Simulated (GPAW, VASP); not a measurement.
# In3As: energy against volume and a worked fit

```
In As
1.0
     4.67168    0.00000    0.00000
     0.00000    4.67168    0.00000
     0.00000    0.00000    4.67168
In As
3 1
Direct
  0.50000 0.50000 0.00000
  0.50000 0.00000 0.50000
  0.00000 0.50000 0.50000
  0.00000 0.00000 0.00000
```

The cell comes from a database or a generator and needn't be the stable form of this composition.

The cell was scaled at fixed shape and fractions and run with VASP, PBE PAW files As, In_d, 520 eV; PBE, k mesh 6 × 6 × 6 on the cell of 4 atoms, fermi-dirac occupations of 0.05 eV, no spin polarisation, no spin-orbit coupling. Energies are those that the program minimises, any entropy of the smearing included. For a metal such a mesh isn't converged to the digits shown.

| V (Å³/atom) | energy over the lowest row (meV/atom) |
| --- | --- |
| 23.9600 | 20.742 |
| 24.4698 | 10.720 |
| 24.9796 | ? |
| 25.4894 | 0.703 |
| 25.9992 | 0.000 |
| 26.5090 | 1.763 |
| 27.0188 | 5.746 |

Task: Fit the third-order Birch-Murnaghan form, give V0, B0 and B′, and predict the energy left open.

Result: With y = (V0/V)^(2/3), E = E0 + (9 V0 B0/16) [(y - 1)³ B′ + (y - 1)² (6 - 4y)]. Least squares through the rows shown give V0 = 25.8811 Å³/atom, E0 = -0.069 meV, B0 = 40.40 GPa (1 eV/Å³ = 160.218 GPa) and B′ = 4.68, with a largest miss of 0.005 meV. At V = 24.9796 the form with these constants gives 4.165 meV; the run gave 4.168 meV an atom. Other set-ups at this level, from all their volumes (Å³/atom, GPa): GPAW, GPAW PAW data sets (gpaw-data 1.2.1): V0 25.709, B0 40.82.
